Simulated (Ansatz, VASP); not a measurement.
# Cross-check of W20N (N/W(100)) between VASP and Ansatz, part 3 of 3

Wanted: the spread between two codes on one cell, functional and k mesh. Of the first pair: The structure shown is the start of the Ansatz relaxation below; VASP solves that cell, so the two are compared at the walk's first step.

VASP 6.6.1 and Ansatz 0.2.0.

So far. Step 4 (Differences): The forces differ by 101 meV/Å r.m.s., which is 14.9 % of the r.m.s. force of 0.675 eV/Å (both taken over all components). With vacuum in the cell, a pressure given here is an average over mostly empty space and none of the material.

**7. VASP: single point, PBE, relaxed cell, pair 2**

Level of this step: PBE, no spin polarisation; plane waves and PAW (W, N) (VASP).

The same cell, functional, mesh and smearing now go to VASP, with its own data sets.

INCAR reads:

```
SYSTEM = W20N
PREC = Accurate
ENCUT = 520
EDIFF = 1E-06
NELM = 120
ISMEAR = -1
SIGMA = 0.1
LREAL = .FALSE.
ALGO = Normal
GGA = PE
NBANDS = 83
LASPH = .TRUE.
LORBIT = 11
LWAVE = .FALSE.
LCHARG = .FALSE.
ISIF = 2
LDIPOL = .TRUE.
IDIPOL = 3
DIPOL = 0.5 0.5 0.496
LVHAR = .TRUE.
GGA_COMPAT = .FALSE.
NELMDL = -8
KPAR = 4
```

POSCAR reads:

```
W20N
1.0
    6.3200000000      0.0000000000      0.0000000000
    0.0000000000      6.3200000000      0.0000000000
    0.0000000000      0.0000000000     24.8862673640
W N
20 1
Direct
    1.0000000000      1.0000000000      0.3616452346
    0.2500000000      0.2500000000      0.4251340647
    0.9970422968      0.9970422968      0.4888534736
    0.2500000000      0.2500000000      0.5486953812
    0.0118960875      0.0118960875      0.6140738824
    1.0000000000      0.5000000000      0.3616452346
    0.2500000000      0.7500000000      0.4251340647
    0.9970422968      0.5029577032      0.4888534736
    0.2500000000      0.7500000000      0.5553374259
    0.0118960875      0.4881039125      0.6140738824
    0.5000000000      1.0000000000      0.3616452346
    0.7500000000      0.2500000000      0.4251340647
    0.5029577032      0.9970422968      0.4888534736
    0.7500000000      0.2500000000      0.5553374259
    0.4881039125      0.0118960875      0.6140738824
    0.5000000000      0.5000000000      0.3616452346
    0.7500000000      0.7500000000      0.4251340647
    0.5029577032      0.5029577032      0.4888534736
    0.7500000000      0.7500000000      0.5560382002
    0.4881039125      0.4881039125      0.6140738824
    0.2500000000      0.2500000000      0.6360637442
```

KPOINTS reads:

```
Automatic mesh
0
Gamma
5 5 1
0 0 0
```

PAW data sets: W and N (PBE family, release 64).

Command:

```bash
$ mpirun -np 4 vasp_std
```

Numbers of over 12 decimals in the logs are rounded to 6 here.

Log:

```text
[banner, memory and clock lines left out]
running    4 mpi-ranks, on    1 nodes
[...]
[... a notice as in an earlier step ...]

 LDA part: xc-table for (Slater+PW92), standard interpolation
 POSCAR, INCAR and KPOINTS ok, starting setup
[...]
entering main loop
       N       E                     dE             d eps       ncg     rms          rms(c)
DAV:   1     0.689520927748E+03    0.68952E+03   -0.44851E+04   996   0.117E+03
DAV:   2    -0.157065740330E+03   -0.84659E+03   -0.78901E+03  1392   0.254E+02
DAV:   3    -0.263466623397E+03   -0.10640E+03   -0.10223E+03  1189   0.886E+01
DAV:   4    -0.272117443908E+03   -0.86508E+01   -0.83852E+01  1648   0.211E+01
[...]
DAV:  38    -0.250876807921E+03   -0.37324E-05   -0.39287E-07   800   0.150E-03    0.158E-03
DAV:  39    -0.250876811821E+03   -0.38998E-05   -0.48830E-07   824   0.128E-03    0.165E-03
DAV:  40    -0.250876812363E+03   -0.54267E-06   -0.82522E-08   680   0.826E-04
   1 F= -.25087681E+03 E0= -.25054024E+03  d E =-.673141E+00
```

From OUTCAR (step 7):

```text
  Total      -27.6998633    -27.6998633    -14.1806426      0.0000000     -0.0000000      0.0000000
  in kB      -44.6472064    -44.6472064    -22.8566498      0.0000000     -0.0000000      0.0000000
  external PRESSURE =     -37.3836875 kB  Pullay stress =       0.0000000 kB

 POSITION                                       TOTAL-FORCE (eV/Angst)
 -----------------------------------------------------------------------------------
      0.00000      0.00000      9.00000         0.062077      0.062077      1.544510
      1.58000      1.58000     10.58000        -0.000000      0.000000     -1.401624
      6.30131      6.30131     12.16574         0.002284      0.002284     -0.018369
      1.58000      1.58000     13.65498        -0.000000      0.000000      0.016095
      0.07518      0.07518     15.28201         0.011697      0.011697     -0.267492
      0.00000      3.16000      9.00000         0.062077     -0.062077      1.544510
      1.58000      4.74000     10.58000        -0.000000      0.000000     -1.177703
      6.30131      3.17869     12.16574         0.002284     -0.002284     -0.018369
      1.58000      4.74000     13.82028        -0.000000      0.000000      0.119249
      0.07518      3.08482     15.28201         0.011697     -0.011697     -0.267492
      3.16000      0.00000      9.00000        -0.062077      0.062077      1.544510
      4.74000      1.58000     10.58000        -0.000000      0.000000     -1.177703
      3.17869      6.30131     12.16574        -0.002284      0.002284     -0.018369
      4.74000      1.58000     13.82028        -0.000000      0.000000      0.119249
[...]
-----------------------------------------------------------------------------------
    total drift:                                0.000000     -0.000000      0.000397

  FREE ENERGIE OF THE ION-ELECTRON SYSTEM (eV)
  ---------------------------------------------------
  free  energy   TOTEN  =      -250.8768123634 eV

  energy  without entropy=     -250.2036716320  energy(sigma->0) =     -250.54024200

[... 2 parts as in an earlier step ...]

[... 1 further part left out ...]
[key lines of the parts left out:]
E-fermi :  -0.2024
```

**8. Comparison**

What differs besides the data sets and the points named for the pairs above, as far as they apply: the data sets hold 285 valence electrons in Ansatz (on its default PAW (the set named soft_2) files) and 125 in VASP. Total energies have different zeros and are not compared.

Both answers:

| quantity | Ansatz | VASP | difference |
| --- | --- | --- | --- |
| work function, lower of the two faces (eV) | 4.04 | 4.06 | -0.02 |
| work function, higher of the two faces (eV) | 4.25 | 4.27 | -0.02 |

Forces on 10 of the 21 atoms, those with the largest forces and the largest differences (eV/Å; atoms numbered as in POSCAR):

| atom | Ansatz x, y, z | VASP x, y, z |
| --- | --- | --- |
| W1 | 0.062, 0.062, 1.312 | 0.062, 0.062, 1.545 |
| W2 | 0.000, 0.000, -1.369 | 0.000, 0.000, -1.402 |
| W5 | -0.001, -0.001, -0.002 | 0.012, 0.012, -0.267 |
| W6 | 0.062, -0.062, 1.312 | 0.062, -0.062, 1.545 |
| W7 | 0.000, 0.000, -1.159 | 0.000, 0.000, -1.178 |
| W10 | -0.001, 0.001, -0.002 | 0.012, -0.012, -0.267 |
| W11 | -0.062, 0.062, 1.312 | -0.062, 0.062, 1.545 |
| W15 | 0.001, -0.001, -0.002 | -0.012, 0.012, -0.267 |
| W16 | -0.062, -0.062, 1.312 | -0.062, -0.062, 1.545 |
| W17 | 0.000, 0.000, -1.556 | 0.000, 0.000, -1.554 |

The forces differ by 92 meV/Å r.m.s., which is 17.7 % of the r.m.s. force of 0.520 eV/Å (both taken over all components). With vacuum in the cell, a pressure given here is an average over mostly empty space and none of the material.

**9. Outcome**

* r.m.s. force difference (single point, PBE, start cell, pair 1): 15 % of the r.m.s. force
* r.m.s. force difference (single point, PBE, relaxed cell, pair 2): 18 % of the r.m.s. force

**Reading.** The r.m.s. force difference is 18 % of the r.m.s. force (single point, PBE, relaxed cell, pair 2), beyond the 3 % picked in this series as the mark of a large difference. The data sets hold unlike numbers of valence electrons (285 in Ansatz and 125 in VASP), so part of the differences comes from the potentials. Single point, PBE, start cell, pair 1, VASP with the data sets W_sv and N: r.m.s. force difference goes from 101 to 22 meV/Å. What causes the difference of the single point, PBE, relaxed cell, pair 2 pair stays open here. How closely two codes agree says nothing of how well the functional describes the real material.

[Lines on the potential files, build, host, timing and source positions are cut from VASP's logs without a mark.]

[Logs are printed without paths, hosts, clocks, repeated set-up lines and the standing remarks that a program may print on its own settings, such as how far it seeks lower states.]

[Hosts, paths, dates, database ids (printed as entryN), source tags and the programs' standing remarks are cut or masked in the printed files.]
